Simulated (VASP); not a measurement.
VASP input:

**KPOINTS**
```
K-points
0
Gamma
  4 4 4
0 0 0
```

INCAR:
```
SYSTEM=CsGeCl3
PREC=Accurate; ENCUT=400; LREAL=.FALSE.
LASPH=.TRUE.
EDIFF=1E-6; NELM=100; ALGO=Normal
LMAXMIX=4
ISMEAR=0; SIGMA=0.05
GGA=PS
IBRION=2; NSW=60; ISIF=3
EDIFFG=-0.02
LWAVE=.FALSE.; LCHARG=.FALSE.
```

POSCAR:
```
CsGeCl3
1.0
  3.6833983694   2.1266113322   2.9995873265
 -3.6833983694   2.1266113322   2.9995873265
  0.0000000000  -4.2532217643   2.9995873664
Cs Ge Cl
1 1 3
Cart
  0.0000000000   0.0000008971   8.9686134310
 -0.0000000000   0.0000004473   4.4764688193
  0.0000000000  -2.0686280718   5.8848197836
  1.7914849780   1.0343149190   5.8848197645
 -1.7914849780   1.0343149190   5.8848197645
```

POTCAR, in this order: Cs_sv Ge_d Cl (PBE.64 set). Program: vasp_std.

Translate this PBEsol calculation to Quantum ESPRESSO's pw.x.

One equivalent input (not run):
```
&CONTROL
  calculation = 'vc-relax'
  pseudo_dir = './pseudo'
  outdir = './out'
  tprnfor = .true.
  tstress = .true.
  nstep = 60
  forc_conv_thr = 0.00078
/
&SYSTEM
  ibrav = 0
  nat = 5
  ntyp = 3
  ecutwfc = 78
  occupations = 'smearing'
  smearing = 'gaussian'
  degauss = 0.003675
  input_dft = 'pbesol'
/
&ELECTRONS
  conv_thr = 7.3e-08
  electron_maxstep = 100
/
&IONS
/
&CELL
/
ATOMIC_SPECIES
  Cs 132.905 Cs.upf
  Ge 72.630 Ge.upf
  Cl 35.450 Cl.upf
CELL_PARAMETERS angstrom
     3.6833984    2.1266113    2.9995873
    -3.6833984    2.1266113    2.9995873
     0.0000000   -4.2532218    2.9995874
ATOMIC_POSITIONS crystal
  Cs   0.9966497  0.9966497  0.9966497
  Ge   0.4974539  0.4974539  0.4974539
  Cl   0.4918363  0.4918363  0.9782038
  Cl   0.9782038  0.4918363  0.4918363
  Cl   0.4918363  0.9782038  0.4918363
K_POINTS automatic
  4 4 4 0 0 0
```
What does not carry over: the potentials are each code's own (VASP's PAW set, PseudoDojo norm-conserving files in pw.x), so ENCUT and ecutwfc are chosen apart and not converted; conv_thr bounds pw.x's estimated SCF error, while EDIFF bounds the energy change between steps; forc_conv_thr acts on force components and is met together with etot_conv_thr.

The structure comes from a computed database's CsGeCl3 entry (R3m); how it stands against other phases isn't given here. This run relaxes it. Symmetry was kept, so distortions that lower it aren't found. The start is the result of an earlier pass.
